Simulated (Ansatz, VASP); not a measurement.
**BaAs2Ru2: VASP beside Ansatz**

One calculation is typed for both programs; each brings its own data sets. How far apart do they land? Of the first pair: The cell is taken from a series of runs on this material, whose earlier steps may have relaxed, scaled, displaced or heated it; both programs get it as it stands.

Program: Ansatz 0.2.0. Level of theory: plane waves, with VASP 6.6.1 beside it; relaxation of cell and atoms at PBEsol and relaxation of cell and atoms at LDA. Results are calculated unless marked as measured.

**1. The starting structure**

The structure is tetragonal, space group I4/mmm (No. 139). Conventional cell: a = 4.142 Å, b = 4.142 Å, c = 12.063 Å, α = 90.00°, β = 90.00°, γ = 90.00°. Ba has 8 As at 3.43 Å and 8 Ru at 3.66 Å nearest. Nearest to As lie 4 Ru at 2.41 Å and 4 Ba at 3.43 Å. Ru has 4 As at 2.41 Å and 4 Ru at 2.93 Å and 4 Ba at 3.66 Å nearest. Farther neighbours are not listed.

**2. VASP: relaxation of cell and atoms, PBEsol**

The relaxed volume is the usual yardstick between codes: in a stiff, nearly cubic crystal its relative difference is about their pressure difference at one cell divided by the bulk modulus.

Lines of VASP's logs that name or quote its potential files are left out, and so is its time.

The input, INCAR:

```
SYSTEM = BaAs2Ru2
PREC = Accurate
ENCUT = 500
EDIFF = 1E-07
NELM = 120
ISMEAR = 1
SIGMA = 0.2
LREAL = .FALSE.
ALGO = Normal
GGA = PS
NBANDS = 30
LASPH = .TRUE.
LORBIT = 11
LWAVE = .FALSE.
LCHARG = .FALSE.
ISIF = 3
IBRION = 2
NSW = 80
EDIFFG = -0.005
GGA_COMPAT = .FALSE.
NELMIN = 4
KPAR = 2
```

The input, POSCAR:

```
BaAs2Ru2
1.0
   -2.0709470000      2.0709470000      6.0317260000
    2.0709470000     -2.0709470000      6.0317260000
    2.0709470000      2.0709470000     -6.0317260000
Ba As Ru
1 2 2
Direct
    0.0000000000      0.0000000000      0.0000000000
    0.6480268666      0.6480268666      0.0000000000
    0.3519731334      0.3519731334      0.0000000000
    0.7500000000      0.2500000000      0.5000000000
    0.2500000000      0.7500000000      0.5000000000
```

The input, KPOINTS:

```
Automatic mesh
0
Gamma
12 12 12
0 0 0
```

The projector-augmented-wave data sets are Ba_sv, As and Ru_pv (PBE family, release 64).

Started as:

```
$ mpirun -np 2 vasp_std
```

Numbers of over 12 decimals in the logs are rounded to 6 here.

Output:

```text
[banner, memory and clock lines left out]
running    2 mpi-ranks, on    1 nodes
 distrk:  each k-point on    1 cores,    2 groups
 distr:  one band on    1 cores,    1 groups

 POSCAR found type information on POSCAR BaAsRu
 POSCAR found :  3 types and       5 ions
|                                                                             |
|               ----> ADVICE to this user running VASP <----                  |
|                                                                             |
|     You enforced a specific xc type in the INCAR file but a different       |
|     [... a line on the potential file left out ...]
|     I HOPE YOU KNOW WHAT YOU ARE DOING!                                     |
|                                                                             |

 LDA part: xc-table for (Slater+PW92), standard interpolation
 POSCAR, INCAR and KPOINTS ok, starting setup
 FFT: planning ... GRIDC
 FFT: planning ... GRID_SOFT
 FFT: planning ... GRID
 WAVECAR not read
 entering main loop
       N       E                     dE             d eps       ncg     rms          rms(c)
DAV:   1     0.412185812127E+03    0.41219E+03   -0.25559E+04 10420   0.149E+03
DAV:   2    -0.156521478291E+02   -0.42784E+03   -0.41121E+03 11266   0.391E+02
DAV:   3    -0.368041665746E+02   -0.21152E+02   -0.20505E+02 13088   0.790E+01
DAV:   4    -0.372656507482E+02   -0.46148E+00   -0.45999E+00 12496   0.995E+00
DAV:   5    -0.372780881371E+02   -0.12437E-01   -0.12434E-01 13228   0.146E+00    0.192E+01
DAV:   6    -0.365321967814E+02    0.74589E+00   -0.78452E+00 11174   0.186E+01    0.557E+00
DAV:   7    -0.361731304076E+02    0.35907E+00   -0.22588E+00 11016   0.106E+01    0.555E+00
DAV:   8    -0.360784179858E+02    0.94712E-01   -0.32287E-01 11408   0.387E+00    0.939E-01
DAV:   9    -0.360761018398E+02    0.23161E-02   -0.33789E-02 12454   0.977E-01    0.219E-01
DAV:  10    -0.360756957441E+02    0.40610E-03   -0.36607E-03 11522   0.416E-01    0.547E-02
DAV:  11    -0.360757144871E+02   -0.18743E-04   -0.19551E-04 11926   0.815E-02    0.291E-02
DAV:  12    -0.360757212342E+02   -0.67471E-05   -0.33488E-05 11672   0.314E-02    0.164E-02
DAV:  13    -0.360757191459E+02    0.20883E-05   -0.81584E-06 11568   0.199E-02    0.263E-03
DAV:  14    -0.360757190058E+02    0.14013E-06   -0.13970E-06 12324   0.526E-03    0.174E-03
DAV:  15    -0.360757188994E+02    0.10638E-06   -0.10420E-07  7352   0.180E-03    0.698E-04
DAV:  16    -0.360757189607E+02   -0.61315E-07   -0.77403E-08  6666   0.117E-03
   1 F= -.36075719E+02 E0= -.36076696E+02  d E =-.360757E+02
[...]
2 F= -.36074339E+02 E0= -.36075306E+02  d E =0.138012E-02
[...]
3 F= -.36077069E+02 E0= -.36078042E+02  d E =-.134958E-02
[...]
4 F= -.36077459E+02 E0= -.36078408E+02  d E =-.390805E-03
[...]
5 F= -.36077637E+02 E0= -.36078559E+02  d E =-.568287E-03
[...]
6 F= -.36077642E+02 E0= -.36078559E+02  d E =-.573011E-03
 curvature:  -1.09 expect dE=-0.377E-04 dE for cont linesearch -0.715E-08
 trial: gam= 0.07002 g(F)=  0.212E-05 g(S)=  0.326E-04 ort =-0.200E-05 (trialstep = 0.111E+01)
 search vector abs. value=  0.374E-04
 bond charge predicted
       N       E                     dE             d eps       ncg     rms          rms(c)
DAV:   1    -0.360779564446E+02   -0.31486E-03   -0.81278E-03 10200   0.570E-01    0.102E-01
DAV:   2    -0.360777535026E+02    0.20294E-03   -0.10922E-03 10980   0.239E-01    0.660E-02
DAV:   3    -0.360776840052E+02    0.69497E-04   -0.18802E-04 10974   0.992E-02    0.215E-02
DAV:   4    -0.360776719474E+02    0.12058E-04   -0.55721E-05 12236   0.386E-02    0.749E-03
DAV:   5    -0.360776717833E+02    0.16412E-06   -0.26770E-06 12190   0.888E-03    0.530E-03
DAV:   6    -0.360776715933E+02    0.18995E-06   -0.28908E-07 10266   0.299E-03    0.230E-03
DAV:   7    -0.360776714446E+02    0.14868E-06   -0.65852E-08  6318   0.155E-03    0.333E-04
DAV:   8    -0.360776714445E+02    0.19190E-09   -0.14469E-08  5598   0.656E-04
   7 F= -.36077671E+02 E0= -.36078595E+02  d E =-.298905E-04
 trial-energy change:   -0.000030  1 .order   -0.000030   -0.000038   -0.000021
 step:   2.4662(harm=  2.4662)  dis= 0.00006  next Energy=   -36.077684 (dE=-0.426E-04)
 reached required accuracy - stopping structural energy minimisation
```

OUTCAR, selected parts (step 2):

```text
ion  position               nearest neighbor table
   1  0.000  0.000  0.000-   2 3.43   2 3.43   2 3.43   3 3.43   2 3.43   3 3.43   3 3.43   3 3.43
                             4 3.66   5 3.66   5 3.66   4 3.66   4 3.66   4 3.66   5 3.66   5 3.66
   2  0.648  0.648  0.000-   4 2.41   5 2.41   5 2.41   4 2.41   1 3.43   1 3.43   1 3.43   1 3.43

  LATTYP: Found a body centered tetragonal cell.
 ALAT       =     4.1418940000
 C/A-ratio  =     2.9125448406

 Subroutine GETGRP returns: Found 16 space group operations
 (whereof 16 operations were pure point group operations)

The static configuration has the point symmetry D_4h.

 Found    163 irreducible k-points:

   k-points           NKPTS =    163   k-points in BZ     NKDIM =    163   number of bands    NBANDS=     30

   dimension x,y,z NGX =    50 NGY =   50 NGZ =   50
   dimension x,y,z NGXF=   100 NGYF=  100 NGZF=  100

   ENCUT  =  500.0 eV  36.75 Ry    6.06 a.u.  12.23 12.23 12.23*2*pi/ulx,y,z

   NELECT =      48.0000    total number of electrons

 k-points in reciprocal lattice and weights: Automatic mesh
   0.00000000  0.00000000  0.00000000       0.001
   0.08333333 -0.00000000  0.00000000       0.005
   0.16666667  0.00000000  0.00000000       0.005
   0.25000000  0.00000000  0.00000000       0.005
   0.33333333  0.00000000 -0.00000000       0.005
   0.41666667  0.00000000  0.00000000       0.005
   0.50000000  0.00000000  0.00000000       0.002
   0.08333333  0.08333333  0.00000000       0.005
   0.16666667  0.08333333  0.00000000       0.009
[...]
-0.41666667 -0.41666667  0.41666667       0.001
   0.50000000  0.50000000  0.50000000       0.001

 average (electrostatic) potential at core
       1 -33.2392       2 -47.8140       3 -47.8140       4 -72.4695       5 -72.4695

 E-fermi :   6.6473

 k-point     1 :       0.0000    0.0000    0.0000
  band No.  band energies     occupation
    ...
     20       5.4926      2.00000
     21       5.6159      2.00000
     22       6.4353      2.06058
     23       6.4998      1.94456
     24       6.4998      1.94456
     25       6.9734     -0.04335
     26       7.8450     -0.00000
     27       9.0459     -0.00000
     28       9.8206     -0.00000
     29       9.8206     -0.00000
    ...

 k-point     2 :       0.0833   -0.0000    0.0000
  band No.  band energies     occupation
    ...
     20       5.4470      2.00000
     21       5.6427      2.00000
     22       6.3468      2.05507
     23       6.4249      2.06638
     24       6.4265      2.06565
     25       7.0299     -0.02096
     26       7.8641     -0.00000
     27       9.0328     -0.00000
     28       9.5607     -0.00000
     29       9.8688     -0.00000
    ...

 k-point     3 :       0.1667    0.0000    0.0000
  band No.  band energies     occupation
    ...
     20       5.3370      2.00000
     21       5.7041      2.00000
     22       6.0945      2.00066
     23       6.2097      2.00831
     24       6.2274      2.01143
     25       7.1032     -0.00585
     26       7.9398     -0.00000
     27       9.0982     -0.00000
     28       9.1066     -0.00000
     29      10.1443     -0.00000
    ...

  Total       -0.0164191     -0.0164191      0.0249804      0.0000000      0.0000000      0.0000000
  in kB       -0.2521121     -0.2521121      0.3835696      0.0000000      0.0000000      0.0000000
  external PRESSURE =      -0.0402182 kB  Pullay stress =       0.0000000 kB

  energy-cutoff  :      500.00
  volume of cell :      104.34
      direct lattice vectors                 reciprocal lattice vectors
    -2.075667047  2.075667047  6.054676192     0.000000000  0.240886418  0.082580799
     2.075667047 -2.075667047  6.054676192     0.240886418  0.000000000  0.082580799
     2.075667047  2.075667047 -6.054676192     0.240886418  0.240886418  0.000000000

 POSITION                                       TOTAL-FORCE (eV/Angst)
 -----------------------------------------------------------------------------------
      0.00000      0.00000      0.00000         0.000000      0.000000      0.000000
      0.00000      0.00000      7.85452        -0.000000     -0.000000     -0.001871
      0.00000      0.00000      4.25483        -0.000000     -0.000000      0.001871
      0.00000      2.07567      3.02734         0.000000      0.000000      0.000000
      2.07567      0.00000      3.02734         0.000000      0.000000      0.000000
 -----------------------------------------------------------------------------------
    total drift:                               -0.000000      0.000000      0.000000

  FREE ENERGIE OF THE ION-ELECTRON SYSTEM (eV)
  ---------------------------------------------------
  free  energy   TOTEN  =       -36.0776714445 eV

  energy  without entropy=      -36.0804428773  energy(sigma->0) =      -36.07859526

 reached required accuracy - stopping structural energy minimisation

 total charge
# of ion       s       p       d       tot
------------------------------------------
    1        2.004   5.581   0.352   7.937
    2        1.210   1.557   0.103   2.870
    3        1.210   1.557   0.103   2.870
    4        0.318   6.241   6.205  12.764
    5        0.318   6.241   6.205  12.764
--------------------------------------------------
tot          5.059  21.177  12.968  39.203

[... 3 further parts left out ...]
```

CONTCAR:

```
BaAs2Ru2
   1.00000000000000
    -2.0756670466493485    2.0756670466493485    6.0546761923451085
     2.0756670466493485   -2.0756670466493485    6.0546761923451085
     2.0756670466493485    2.0756670466493485   -6.0546761923451085
  Ba              As              Ru
     1     2     2
Direct
     0.0000000000000000    0.0000000000000000    0.0000000000000000
     0.6486325462757065    0.6486325462757065    0.0000000000000000
     0.3513674537242935    0.3513674537242935    0.0000000000000000
     0.7500000000000000    0.2500000000000000    0.5000000000000000
     0.2500000000000000    0.7500000000000000    0.5000000000000000
```

The run keeps the 16 symmetry operations of its start, so it cannot find a distortion of lower symmetry.

**3. Ansatz: relaxation of cell and atoms, PBEsol**

Ansatz runs on its PAW soft_1 files.

The same cell, functional, mesh and smearing now go to Ansatz, which takes its cutoff from its data sets.

The input, input.yaml:

```yaml
crystal:
  lattice:
    - [-2.0709466454, 2.0709466454, 6.0317260792]
    - [2.0709466454, -2.0709466454, 6.0317260792]
    - [2.0709466454, 2.0709466454, -6.0317260792]
  atoms:
    - { symbol: Ba, position: [0.0, 0.0, 0.0] }
    - { symbol: As, position: [0.6480268677, 0.6480268677, 0.0] }
    - { symbol: As, position: [0.3519731323, 0.3519731323, 0.0] }
    - { symbol: Ru, position: [0.75, 0.25, 0.5] }
    - { symbol: Ru, position: [0.25, 0.75, 0.5] }
kpoints:
  mp_grid: { grid: [12, 12, 12] }
hamiltonian:
  xc: pbesol
  pseudopotentials: { kind: paw, azcp: { folder: soft_1 }, xc_functional: pbe }
scf:
  occupations: { method: methfessel_paxton, width: 0.2 }
output:
  forces: true
  stress: true
  eigenvalues: true
relax:
  adjacent_minimum: "off"
  f_tol: 0.001
  max_steps: 60
  cell: { stress_tol: 0.01 }
```

Started as:

```
$ ansatz run input.yaml --threads 16 --pin off --max-ram 61440MiB --backend cuda --events-out ev --progress --plain --runs-dir out --max-vram 78GiB
```

Output:

```text
basis.fft_grid_basis auto: the FFT boxes are laid along the combinations [[1, 0, 1], [0, 1, 1], [0, 0, 1]] of the cell's own vectors, 4.142, 4.142 and 6.705 Å long. The dense box has 30×30×45 points. Along the cell's own vectors, as sized, it would have 45×45×45, 2.25 times as many. Of the 16 symmetry operations that the crystal satisfies within crystal.symmetry.tolerance (time reversal apart; of a slab, those that k [...]
Engine: ansatz 0.2.0, aarch64-unknown-linux-gnu
Pseudopotentials: kind: paw
Pseudopotential: Ba, paw, valence charge 10, recommended cutoff 420 eV (normal), soft_1/Ba.paw.azcp
Pseudopotential: As, paw, valence charge 15, recommended cutoff 420 eV (normal), soft_1/As.paw.azcp
Pseudopotential: Ru, paw, valence charge 16, recommended cutoff 420 eV (normal), soft_1/Ru.paw.azcp
Functional definition: PBEsol
  exchange = pbesol_x
  correlation = pbesol_c
[...]
Crystal: 5 atoms, lattice volume = 103.476 Å³
Basis set: ecut = 420 eV, 2009 PW (Γ), FFT grids on a1+a3, a2+a3, a3, exchange–correlation on 60×60×90 points (8 copies of the dense FFT grid, shifted against one another)
Bands: 44, of which v1, the nominal top of the filled ones, is band 36 counted from 1 (35 counted from 0)
Symmetry: 16 space group operations
Space group: I4/mmm (ITA 139), of the structure as read, at distance tolerance 4.7e-5 Å
k-points: 163 of 1728
Non-local potential: Ba, projectors of the file, l = 0: 3, l = 1: 2, l = 2: 2, l = 3: 2
Non-local potential: As, projectors of the file, l = 0: 2, l = 1: 2, l = 2: 3, l = 3: 1
Non-local potential: Ru, projectors of the file, l = 0: 3, l = 1: 2, l = 2: 2, l = 3: 1
PAW form: soft (Blöchl's): semilocal exchange-correlation on the pseudo side does not see the compensation charge
PAW frozen core: Ba, regenerated for the run's functional, and the local potential with it (the file was generated under x = pbe(κ = 0.804, μ = 0.219515), c = pbe(β = 0.066725))
PAW frozen core: As, regenerated for the run's functional, and the local potential with it (the file was generated under x = pbe(κ = 0.804, μ = 0.219515), c = pbe(β = 0.066725))
PAW frozen core: Ru, regenerated for the run's functional, and the local potential with it (the file was generated under x = pbe(κ = 0.804, μ = 0.219515), c = pbe(β = 0.066725))
PAW one-centre angular grid: Ba, 194 points (default); XC on 64 Gauss nodes
PAW one-centre angular grid: As, 590 points (default); XC on 64 Gauss nodes
PAW one-centre angular grid: Ru, 590 points (default); XC on 64 Gauss nodes
Initial density: superposition of atomic densities (chi_scale 0.1, normalization cell, long waves kept (reshape's long-wave potential 0.01 eV rms))
Initial wavefunctions: pseudopotential atomic-orbital guess
[...]
Functional: x = pbesol(κ = 0.804, μ = 0.123457), c = pbesol(β = 0.046)
SCF iter   1: F=—  HF=-27132.546769 eV  |F-HF|=—  |Δ(HF+E_count)|=         —  Δρ=1.54e-1  dr2=6.83e1  ethr=3.10e-3  ⟨swp⟩=12.2  Hψ=36763  notcnv=0
preconditioner: auto → Kerker (q_TF=auto, 2.568 Å⁻¹)  [metal: Δε(μ)=0.001 eV  Ē_g=8.301 eV  σ=0.200 eV  W_gap=0.00  n_scr=32 (ndim 8)  ℏωp=21.3 eV  f_vac=0.000  D(μ)=6.99/eV (n_scr^D=78)]
SCF iter   2: F=—  HF=-27126.806439 eV  |F-HF|=—  |Δ(HF+E_count)|=    5.74e0  S|Δr|=    0.00e0  Δρ=6.36e-2  dr2=1.22e1  ethr=3.10e-3  ⟨swp⟩=4.2  Hψ=16444  notcnv=0  defer=140
[...]
SCF iter  11: F=-27125.395544 eV  HF=-27125.395544 eV  |F-HF|=7.43e-9  |Δ(HF+E_count)|=   5.07e-9  S|Δr|=    0.00e0  Δρ=2.56e-6  dr2=1.18e-8  ethr=1.39e-10  ⟨swp⟩=4.1  Hψ=22943  notcnv=0
SCF 1 converged in 11 iterations: F = -27125.395544 eV  dr2 = 1.18e-8
  greatest PAW one-centre occupation: 1.000 electrons in one spin orbital (limit 2), on the Ru atom at site 4 (counted from 0), in its partial waves of l = 0
relax step   1: F+E_penalty+E_count = -27125.39554431 eV  Δ(F+E_penalty+E_count) = +0.000e0 eV  max|allowed force component| = 8.291e-3 eV/Å  Δτ_max = 0.0000 Å  P = -0.025 GPa  Ω = 103.476 Å³  (11 SCF iters, dr2 threshold 1.00e-7 eV, accepted)
[...]
relax step   2: F+E_penalty+E_count = -27125.39557664 eV  Δ(F+E_penalty+E_count) = -3.233e-5 eV  max|allowed force component| = 8.209e-4 eV/Å  Δτ_max = 0.0005 Å  P = -0.007 GPa  Ω = 103.458 Å³  energy of the carried Pulay correction = +9.856e-6 eV  (5 SCF iters, dr2 threshold 1.32e-8 eV, accepted)
[...]
relax step   3: F+E_penalty+E_count = -27125.39559974 eV  Δ(F+E_penalty+E_count) = -2.310e-5 eV  max|allowed force component| = 1.447e-3 eV/Å  Δτ_max = 0.0005 Å  P = +0.012 GPa  Ω = 103.417 Å³  energy of the carried Pulay correction = +3.219e-5 eV  (6 SCF iters, dr2 threshold 8.83e-10 eV, accepted)
[...]
relax step   4: F+E_penalty+E_count = -27125.39558926 eV  Δ(F+E_penalty+E_count) = +1.048e-5 eV  max|allowed force component| = 2.355e-4 eV/Å  Δτ_max = 0.0003 Å  P = -0.001 GPa  Ω = 103.438 Å³  energy of the carried Pulay correction = +2.052e-5 eV  (6 SCF iters, dr2 threshold 3.93e-10 eV, accepted)
[...]
relax step   5: F+E_penalty+E_count = -27125.39558158 eV  Δ(F+E_penalty+E_count) = +7.682e-6 eV  max|allowed force component| = 2.367e-4 eV/Å  Δτ_max = 0.0000 Å  P = -0.002 GPa  Ω = 103.438 Å³  stress off target by 8.99e-3 GPa  SCF on the basis re-selected at this cell (its energy is not comparable with the rows above)  (8 SCF iters)
[...]
SCF converged after 8 iterations
Stability not checked: this state was not tested for a lower state beside it, because cold or Methfessel-Paxton smearing, or corrected tetrahedra, fill the levels in a way that the test cannot read (fill_not_monotonic; see scf.lower_state_search)
Free energy (F): -27125.395582 eV
Harris-Foulkes:  -27125.395582 eV  (|F-HF|=1.09e-11)
Internal energy: -27125.398230 eV  (E = F + TS)
E sigma→0 (E₀):  -27125.396244 eV
Entropy (-TS):   0.002649 eV (0.530 meV/atom)
Fermi energy:    13.985931 eV
--- Per-component energies (eV) ---
  E_band       = -750.330830
  E_kinetic    = 1284.453640
  E_local      = -9477.441947  (includes V_loc(G=0)·N_el)
  E_nonlocal   = 148.854014
  E_hartree    = 4427.017199
  E_xc         = -677.058223
  E_vxc        = -707.918572  (∫ρ·V_xc dr)
  E_paw        = -15938.631134  (= ΣΔE_a)
  E_vpaw       = -852.313630  (= ΣTr[D̂ρ^β])
  E_aug_tail   = 0.001292  (compensation charges beyond the density's cutoff)
  E_ewald      = -6895.183962
  E_core_change = 2.590891  (= ΣΔE_core)
  E_smearing   = 0.002649  (= −TS)
  E_closure    = 0.000000  (closes the sum)
  Σ components = -27125.395582   (vs F -27125.395582, Δ=0.00e0)
--- Forces (eV/Å), atoms counted from 1 ---
  atom   1  Ba    -0.00000000    -0.00000000     0.00000000
  atom   2  As     0.00000000     0.00000000     0.00023667
  atom   3  As     0.00000000     0.00000000    -0.00023667
  atom   4  Ru    -0.00000000     0.00000000     0.00000000
  atom   5  Ru    -0.00000000     0.00000000     0.00000000
  max |Σ_I F_I| component: 1.24e-17 eV/Å
--- Stress (GPa, compression-positive) ---
        0.002098      -0.000000       0.000000
       -0.000000       0.002098      -0.000000
        0.000000       0.000000      -0.008989
  P = ⅓ Tr σ = -0.0016 GPa (-0.016 kbar)
--- Band table (eV; the first three rows and the last of 163) ---
  k-point 0: bands = [... 32 lower, 12.9528, 13.7887, 13.8448, 13.8448, 14.3495, 15.2070, 16.4537, 17.0342, ... 4 higher]
  k-point 1: bands = [... 32 lower, 12.9834, 13.6189, 13.6800, 13.6934, 14.4250, 15.2448, 16.1156, 16.9353, ... 4 higher]
  k-point 2: bands = [... 32 lower, 12.9637, 13.2413, 13.2970, 13.3581, 14.6016, 15.3474, 15.3980, 17.3337, ... 4 higher]
  k-point 162: bands = [... 32 lower, 13.7327, 13.8064, 14.2787, 14.2787, 14.6005, 15.2070, 15.6936, 17.3697, ... 4 higher]
--- Relaxed structure (4 steps of the walk, 4 accepted, 1 SCFs on fresh bases) ---
  F+E_penalty+E_count = -27125.39558158 eV   max|allowed force component| = 2.367e-4 eV/Å   (the final SCF, on the basis selected at the relaxed cell)
  cell:  # Å, volume = 103.4384 Å³
    - [-2.071580, 2.071580, 6.025850]
    - [2.071580, -2.071580, 6.025850]
    - [2.071580, 2.071580, -6.025850]
  atoms:
    - { symbol: Ba, position: [0, 0, 0] }
    - { symbol: As, position: [0.648047, 0.648047, 0] }
    - { symbol: As, position: [0.351953, 0.351953, 0] }
    - { symbol: Ru, position: [0.750000, 0.250000, 0.500000] }
    - { symbol: Ru, position: [0.250000, 0.750000, 0.500000] }
```

Reading the cycles: dr2 is the Hartree energy of the density residual (eV), the measure of convergence; HF is the Harris–Foulkes estimate of the energy, which meets the free energy F at convergence.

(Continued in part 2 of 2.)

[Lines on the potential files, build, host, timing and source positions are cut from VASP's logs without a mark.]

[Logs are printed without paths, hosts, clocks, repeated set-up lines and the standing remarks that a program may print on its own settings, such as how far it seeks lower states.]

[Hosts, paths, dates, database ids (printed as entryN), source tags and the programs' standing remarks are cut or masked in the printed files.]
